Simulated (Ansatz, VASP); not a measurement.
## Two plane-wave programs on TaTe

File INCAR:

```
PREC = Accurate
ENCUT = 520
EDIFF = 1E-7
ISMEAR = -1
SIGMA = 0.05
LREAL = False
LASPH = True
NELM = 60
ALGO = Normal
ISIF = 2
LWAVE = False
LCHARG = False
GGA = PE
NBANDS = 16
```

KPOINTS

```
regular mesh
0
Gamma
  8 8 8
```

POSCAR

```
TaTe
1.0
    3.4427402627      0.0000000000      0.0000000000
    0.0000000000      3.4427402627      0.0000000000
    0.0000000000      0.0000000000      3.4427402627
Ta Te
1 1
Direct
    0.5000000000      0.5000000000      0.5000000000
    0.0000000000      0.0000000000      0.0000000000
```

File input.yaml:

```yaml
crystal:
  lattice:
    - [3.4427402627, 0.0, 0.0]
    - [0.0, 3.4427402627, 0.0]
    - [0.0, 0.0, 3.4427402627]
  atoms:
    - { symbol: Ta, position: [0.5, 0.5, 0.5] }
    - { symbol: Te, position: [0.0, 0.0, 0.0] }
hamiltonian:
  xc: pbe
  pseudopotentials: { kind: paw }
kpoints:
  mp_grid: { grid: [8, 8, 8] }
scf:
  occupations: { method: fermi_dirac, width: 0.05 }
output:
  forces: true
  stress: true
  eigenvalues: true
```

Change from the starting cell: volume scaled by 1.02.

Alike in both runs: task single point; functional PBE; k mesh 8 × 8 × 8; occupations fermi-dirac, width 0.05 eV; no spin polarisation.

|  | VASP | Ansatz |
| --- | --- | --- |
| version | VASP 6.6.1 | Ansatz 0.2.0 |
| potentials or method | VASP PAW PBE potentials, release 64 (Ta_pv, Te) | Ansatz PAW |
| plane-wave cutoff (eV) | 520 | 420 |
| valence electrons in the cell | 17 | 29 |

```csv
,VASP,Ansatz,Ansatz less VASP
gap on the k mesh at the Fermi level (eV),none,none,-
pressure (GPa),-2.6,-2.6,-0.02
```

A gap of «none» marks a metal or a gap that the smearing closes. With one functional, cell and mesh, what is left measures potentials, basis and numerics. The two sets of potentials don't hold the same shells in valence.

The runs have no spin-orbit coupling, so splittings on Ta, Te are missing.
